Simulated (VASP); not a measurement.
Given:

```xyz
8
Lattice="5.1649 0.0000 0.0000 -2.5824 4.4729 0.0000 0.0000 0.0000 4.2162" Properties=species:S:1:pos:R:3 pbc="T T T"
Fe     2.5824     3.0346     1.0540
Fe     0.0000     1.4383     3.1621
Fe    -1.3368     3.7538     3.1621
Fe     3.9193     0.7191     1.0540
Fe     1.2456     0.7191     1.0540
Fe     1.3368     3.7538     3.1621
Ge     0.0000     2.9820     1.0540
Ge     2.5825     1.4910     3.1621
```

Computed with r2SCAN meta-GGA, VASP's PBE PAW potentials (set 64) (plane waves; VASP). Settings: 400 eV cut-off, 8×8×8 Γ-centred mesh, tetrahedra with Blöchl corrections, potentials Fe Ge_d.

The run has a spin-polarised start.

Task: Tabulate the total density of states (states/eV per cell) against energy (eV; zero at the valence-band maximum or, without a gap, the Fermi level).

Result: 
```
E (eV) | DOS (states/eV)
    -9.98 | #### 2.30
    -9.38 |  0.04
    -8.90 |  0.00
    -8.30 |  0.00
    -7.70 |  0.12
    -7.22 | # 0.67
    -6.62 | #### 2.17
    -6.02 | ##### 2.68
    -5.54 | ###### 3.21
    -4.94 | ############ 6.37
    -4.34 | ########## 5.39
    -3.86 | ################### 10.3
    -3.26 | ############################## 16.1
    -2.66 | ################### 10.2
    -2.18 | ##################### 11.4
    -1.58 | ################# 8.93
    -0.98 | ############ 6.35
    -0.50 | ############ 6.65
     0.10 | ####### 3.67
     0.70 | ######## 4.22
     1.18 | ############ 6.42
     1.78 | ################### 10.2
     2.38 | ###### 3.01
     2.86 | ######## 4.40
     3.46 | ###### 3.22
```
Within 2 eV below the Fermi level the largest weight inside VASP's projection spheres is Fe d.

The structure comes from a computed database's Fe3Ge entry (P6_3/mmc); how it stands against other phases isn't given here. It was relaxed first.
